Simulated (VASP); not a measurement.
# Co under a change of volume

How do stress and energy of Co follow a change of volume?

Program: VASP 6.6.1. Level of theory: PBEsol, spin-polarised from a ferromagnetic start; plane waves and PAW (Co), in the first sound run; inputs show where later runs differ. Results are calculated unless marked as measured.

### Step 1. The starting structure

The structure is hexagonal, space group P6_3/mmc (No. 194). The conventional cell has a = 2.510 Å, b = 2.510 Å, c = 4.071 Å, α = 90.00°, β = 90.00°, γ = 120.00°. Co has 12 Co at 2.50 to 2.51 Å nearest.

Structure file:

```cif
data_structure
_symmetry_space_group_name_H-M 'P6_3/mmc'
_symmetry_Int_Tables_number 194
_cell_length_a 2.5100
_cell_length_b 2.5100
_cell_length_c 4.0712
_cell_angle_alpha 90.000
_cell_angle_beta 90.000
_cell_angle_gamma 120.000
_cell_volume 22.21
loop_
_atom_site_label
_atom_site_type_symbol
_atom_site_symmetry_multiplicity
_atom_site_Wyckoff_symbol
_atom_site_fract_x
_atom_site_fract_y
_atom_site_fract_z
_atom_site_occupancy
Co1 Co 2 d 0.33333 0.66667 0.75000 1
```

### Step 2. Relax the crystal, PBEsol

The series starts from the cell that this level prefers, so that zero strain is near zero stress.

This step took 2 runs in a row; the last is shown.

Level: PBEsol, spin-polarised from a ferromagnetic start; plane waves and PAW (Co).

INCAR

```
SYSTEM = Co
PREC = Accurate
ENCUT = 450
EDIFF = 1E-07
NELM = 120
ISMEAR = 1
SIGMA = 0.15
LREAL = .FALSE.
ALGO = Normal
GGA = PS
NBANDS = 18
ISPIN = 2
MAGMOM = 1.6 1.6
LASPH = .TRUE.
LMAXMIX = 4
LORBIT = 11
LWAVE = .FALSE.
LCHARG = .FALSE.
KPAR = 8
IBRION = 2
NSW = 40
ISIF = 3
EDIFFG = -0.005
POTIM = 0.4
```

POSCAR

```
Co
1.0
    2.4541319695      0.0000000000      0.0000000000
   -1.2270659847      2.1253406298      0.0000000000
    0.0000000000      0.0000000000      3.9613915627
Co
2
Direct
    0.0000000000      0.0000000000      0.0000000000
    0.3333333333      0.6666666667      0.5000000000
```

KPOINTS

```
Automatic mesh
0
Gamma
27 27 15
0 0 0
```

PAW data sets: Co (PBE family, release 64).

Launch:

```
$ mpirun -np 8 vasp_std
```

Output:

```text
[banner, memory and clock lines left out]
running    8 mpi-ranks, on    1 nodes
[...]
|                                                                             |
|           W    W    AA    RRRRR   N    N  II  N    N   GGGG   !!!           |
|           W    W   A  A   R    R  NN   N  II  NN   N  G    G  !!!           |
|           W    W  A    A  R    R  N N  N  II  N N  N  G       !!!           |
|           W WW W  AAAAAA  RRRRR   N  N N  II  N  N N  G  GGG   !            |
|           WW  WW  A    A  R   R   N   NN  II  N   NN  G    G                |
|           W    W  A    A  R    R  N    N  II  N    N   GGGG   !!!           |
|                                                                             |
|     For optimal performance we recommend to set                             |
|       NCORE = 2 up to number-of-cores-per-socket                            |
|     NCORE specifies how many cores store one orbital (NPAR=cpu/NCORE).      |
|     This setting can greatly improve the performance of VASP for DFT.       |
[...]
DAV:   4    -0.154737222844E+02    0.22272E-05   -0.11225E-06 51490   0.116E-02    0.104E-02
DAV:   5    -0.154737205097E+02    0.17747E-05   -0.43047E-07 64096   0.837E-03    0.151E-03
DAV:   6    -0.154737204434E+02    0.66316E-07   -0.45105E-08 22884   0.202E-03
   2 F= -.15473720E+02 E0= -.15473780E+02  d E =-.333329E-06  mag=     3.1342
 trial-energy change:   -0.000000  1 .order   -0.000000   -0.000014    0.000013
 step:   0.5099(harm=  0.5099)  dis= 0.00000  next Energy=   -15.473724 (dE=-0.351E-05)
[...]
N       E                     dE             d eps       ncg     rms          rms(c)
DAV:   1    -0.154737651594E+02   -0.44650E-04   -0.35904E-04 45550   0.342E-01    0.520E-02
DAV:   2    -0.154737315761E+02    0.33583E-04   -0.12207E-04 46186   0.235E-01    0.321E-02
DAV:   3    -0.154737247739E+02    0.68022E-05   -0.14124E-05 46070   0.765E-02    0.142E-02
DAV:   4    -0.154737240393E+02    0.73459E-06   -0.26902E-07 48156   0.571E-03    0.509E-03
DAV:   5    -0.154737232617E+02    0.77760E-06   -0.76999E-08 24724   0.414E-03    0.790E-04
DAV:   6    -0.154737233055E+02   -0.43799E-07   -0.42534E-08 22018   0.205E-03
   3 F= -.15473723E+02 E0= -.15473784E+02  d E =-.319541E-05  mag=     3.1348
[...]
reached required accuracy - stopping structural energy minimisation
```

Run time: 97 s. Hardware: 8 MPI ranks of Intel Xeon Platinum 8488C (Sapphire Rapids), shared host; peak memory 2.8 GiB.

Lines that name or quote the potential files are left out of all logs, and their timing lines are given in words.

OUTCAR, selected parts (step 2):

```text
  Total        0.0025158      0.0025158      0.0024225      0.0000000      0.0000000      0.0000000
  in kB        0.1951703      0.1951703      0.1879311      0.0000000      0.0000000      0.0000000
  external PRESSURE =       0.1927572 kB  Pullay stress =       0.0000000 kB

 POSITION                                       TOTAL-FORCE (eV/Angst)
 -----------------------------------------------------------------------------------
     -0.00000      0.00000      0.00000        -0.000000     -0.000000      0.000000
     -0.00000      1.41668      1.98039         0.000000      0.000000     -0.000000
 -----------------------------------------------------------------------------------
    total drift:                               -0.000000      0.000000     -0.000000

  FREE ENERGIE OF THE ION-ELECTRON SYSTEM (eV)
  ---------------------------------------------------
  free  energy   TOTEN  =       -15.4737233055 eV

  energy  without entropy=      -15.4739066333  energy(sigma->0) =      -15.47378441

 reached required accuracy - stopping structural energy minimisation

 magnetization (x)
# of ion       s       p       d       tot
------------------------------------------
    1       -0.015  -0.052   1.641   1.574
    2       -0.015  -0.052   1.641   1.574
--------------------------------------------------
tot         -0.031  -0.105   3.283   3.148

[... 3 further parts left out ...]
[key lines of the parts left out:]
E-fermi :  10.7741
```

Numbers from this step:

| Quantity | Value |
| --- | --- |
| energy(sigma→0) of the program | -15.4738 eV |
| stress, compression positive | xx, yy, zz 0.02, 0.02, 0.02 GPa |
| volume | 20.653 Å³ |
| ionic steps | 3 |

### Step 3. Relax at fixed volume, PBEsol

One member in full: the volume is scaled by 1.02, and shape and atoms relax at that volume.

Level: PBEsol, spin-polarised from a ferromagnetic start; plane waves and PAW (Co).

Changes to INCAR since step 2:

```diff
@@ -18,7 +18,7 @@
 LCHARG = .FALSE.
-KPAR = 8
+KPAR = 2
 IBRION = 2
 NSW = 40
-ISIF = 3
-EDIFFG = -0.005
+ISIF = 4
+EDIFFG = -0.004
 POTIM = 0.4
```

POSCAR

```
Co
1.0
    2.4700112757      0.0000000000      0.0000000000
   -1.2350056377      2.1390925123      0.0000000000
    0.0000000000      0.0000000000      3.9870175053
Co
2
Direct
    0.0000000000      0.0000000000      0.0000000000
    0.3333333333      0.6666666667      0.5000000000
```

KPOINTS is that of step 2.

Launch:

```
$ mpirun -np 2 vasp_std
```

Output:

```text
[banner, memory and clock lines left out]
running    2 mpi-ranks, on    1 nodes
[...]
[... a notice as in an earlier step ...]

 LDA part: xc-table for (Slater+PW92), standard interpolation
 POSCAR, INCAR and KPOINTS ok, starting setup
[...]
entering main loop
       N       E                     dE             d eps       ncg     rms          rms(c)
DAV:   1     0.757269313414E+02    0.75727E+02   -0.68969E+03 45496   0.115E+03
DAV:   2    -0.147353695365E+02   -0.90462E+02   -0.82077E+02 43442   0.217E+02
DAV:   3    -0.179695805271E+02   -0.32342E+01   -0.31273E+01 47878   0.531E+01
DAV:   4    -0.180255069473E+02   -0.55926E-01   -0.55879E-01 56176   0.581E+00
[...]
DAV:  14    -0.154680411946E+02   -0.11170E-06   -0.33574E-07 51504   0.738E-03    0.254E-03
DAV:  15    -0.154680409160E+02    0.27851E-06   -0.27914E-08 23302   0.291E-03    0.163E-03
DAV:  16    -0.154680409818E+02   -0.65705E-07   -0.78607E-09 22686   0.139E-03
   1 F= -.15468041E+02 E0= -.15468165E+02  d E =-.154680E+02  mag=     3.1608
[...]
reached required accuracy - stopping structural energy minimisation
```

The job ended after 3.5 min (2 MPI ranks; peak memory 0.7 GiB; 6.9 min of CPU time).

Parts of OUTCAR (step 3):

```text
  Total       -0.6112688     -0.6112688     -0.6066548     -0.0000000     -0.0000000      0.0000000
  in kB      -46.4907068    -46.4907068    -46.1397861     -0.0000000     -0.0000000      0.0000000
  external PRESSURE =     -46.3737332 kB  Pullay stress =       0.0000000 kB

 POSITION                                       TOTAL-FORCE (eV/Angst)
 -----------------------------------------------------------------------------------
      0.00000      0.00000      0.00000        -0.000000      0.000000      0.000000
     -0.00000      1.42606      1.99351         0.000000     -0.000000      0.000000
 -----------------------------------------------------------------------------------
    total drift:                               -0.000000      0.000000     -0.000000

  FREE ENERGIE OF THE ION-ELECTRON SYSTEM (eV)
  ---------------------------------------------------
  free  energy   TOTEN  =       -15.4680409818 eV

  energy  without entropy=      -15.4684139133  energy(sigma->0) =      -15.46816529

 magnetization (x)
# of ion       s       p       d       tot
------------------------------------------
    1       -0.015  -0.052   1.658   1.591
    2       -0.015  -0.052   1.658   1.591
--------------------------------------------------
tot         -0.030  -0.105   3.316   3.181

[... 2 parts as in an earlier step ...]

[... 2 further parts left out ...]
[key lines of the parts left out:]
E-fermi :  10.4855
```

This run gave:

```
energy(sigma→0) of the program : -15.4682 eV
stress, compression positive   : xx, yy, zz -4.65, -4.65, -4.61 GPa
ionic steps                    : 1
```

### Step 4. All members

The other members went through these steps as far as the tables show, with the same cutoff and, step by step, the same mesh; 9 runs are not shown. The session took 1.7 core hours (wall time by ranks) on a shared machine.

| volume over the relaxed volume | volume (Å³/atom) | pressure (GPa) | energy above the unstrained row, extrapolated to no smearing (meV/atom) |
| --- | --- | --- | --- |
| 0.940 | 9.707 | 17.486 | 32.499 |
| 0.960 | 9.913 | 10.980 | 14.099 |
| 0.980 | 10.120 | 5.191 | 3.530 |
| 0.990 | 10.223 | ? | ? |
| 1 | 10.326 | -0.008 | 0.000 |
| 1.010 | 10.430 | -2.394 | 0.653 |
| 1.020 | 10.533 | -4.637 | 2.804 |
| 1.040 | 10.739 | -8.794 | 11.290 |
| 1.060 | 10.946 | -12.506 | 24.864 |

### Step 5. A fit to the known rows

A least-squares cubic through the 8 rows shown, with u the logarithm of the volume ratio: pressure = − 691.7 u³ + 564.5 u² − 245.1 u − 0.005534 (GPa), r.m.s. residual 0.0049 GPa.

For the withheld row, u = -0.01005, the fit gives 2.515 GPa.

### Step 6. Prediction against calculation

The calculation gives 2.528 GPa, so the prediction is 0.013 GPa too low, more than twice the residual of the fit.

A cubic of the pressure in ln(V/V₀) through all rows has the slope −B at V₀: B = 245 GPa, and its curvature gives B′ = 4.6.

### Step 7. Results

| Item | Value |
| --- | --- |
| error of the predicted pressure | -0.013 GPa |
| bulk modulus | 245 GPa |

In words: The slope of the energy gives 0.19 GPa at the relaxed volume where the pressure column has -0.01 GPa, a mark of the finite basis or of the smearing. These are static values: temperature and zero-point motion are left out. In a metal the slopes also depend on mesh and smearing, which were held through the series.

[Lines on the potential files, build, host, timing and source positions are cut from VASP's logs without a mark.]

[Logs are printed without paths, hosts, clocks, repeated set-up lines and the standing remarks that a program may print on its own settings, such as how far it seeks lower states.]

[Hosts, paths, dates, database ids (printed as entryN), source tags and the programs' standing remarks are cut or masked in the printed files.]

[In band tables of VASP the shares of atoms and orbitals are scaled to a sum of 1 inside the atoms' spheres.]
